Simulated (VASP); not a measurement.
A convergence study with VASP on Ta$_{2}$C (space group C2): one setting is varied, all else stays as given below, so the limit is that of these other settings. The cell's lengths are 1 % over those of the tabulated start and one atom is moved, so it is off equilibrium.

```
Ta2C
1.0
    3.14604     0.00000     0.00000
   -1.57302     2.72455     0.00000
    0.00000     0.00000     4.98869
Ta C
2 1
Cartesian
  0.00000   1.81637   1.26663
  1.57302   0.90818   3.72206
  0.06060   0.00000   0.00000
```

Level of theory: PBEsol GGA, VASP's PBE PAW potentials (set 64) (plane waves; VASP 6.6.1). The tightest run used: 1000 eV cut-off, 13×13×7 Γ-centred mesh, first-order Methfessel-Paxton smearing of 0.10 eV, potentials Ta_pv C.

Task: The settings run are ENCUT = 250; ENCUT = 300; ENCUT = 350; ENCUT = 400; ENCUT = 450; ENCUT = 500; ENCUT = 550; ENCUT = 600; ENCUT = 650; ENCUT = 700; ENCUT = 750; ENCUT = 800; ENCUT = 850; ENCUT = 1000. From which on does the stress (every component) stay within 0.2 GPa of the tightest run?

Result: From ENCUT = 450 on: it is off by 0.15 there and by no more than 0.2 in any finer run, while ENCUT = 400 is off by 0.62.
```csv
setting,E (eV/atom),pressure (GPa),largest force (eV/Å),plane waves,difference judged (GPa)
ENCUT = 250,-12.2103,-20.00,0.993,392,8.31
ENCUT = 300,-12.2035,-16.04,0.976,537,4.32
ENCUT = 350,-12.2009,-13.64,0.981,651,1.89
ENCUT = 400,-12.2016,-12.37,0.988,788,0.62
ENCUT = 450,-12.2006,-11.91,0.987,965,0.15
ENCUT = 500,-12.2000,-11.79,0.987,1095,0.04
ENCUT = 550,-12.2000,-11.79,0.987,1273,0.04
ENCUT = 600,-12.2004,-11.82,0.987,1442,0.06
ENCUT = 650,-12.2008,-11.83,0.988,1640,0.08
ENCUT = 700,-12.2012,-11.82,0.988,1822,0.07
ENCUT = 750,-12.2014,-11.81,0.988,2015,0.06
ENCUT = 800,-12.2017,-11.79,0.988,2243,0.04
ENCUT = 850,-12.2018,-11.77,0.988,2430,0.02
ENCUT = 1000,-12.2018,-11.76,0.988,3092,0.00
```

Left out are rungs that failed or repeat a setting and relaxations that didn't move; long series are thinned to 24 rows.

The structure comes from a computed database's Ta2C entry (space group no. 164); how it stands against other phases isn't given here. The cell was not relaxed at this level, it is distorted from the ideal structure.
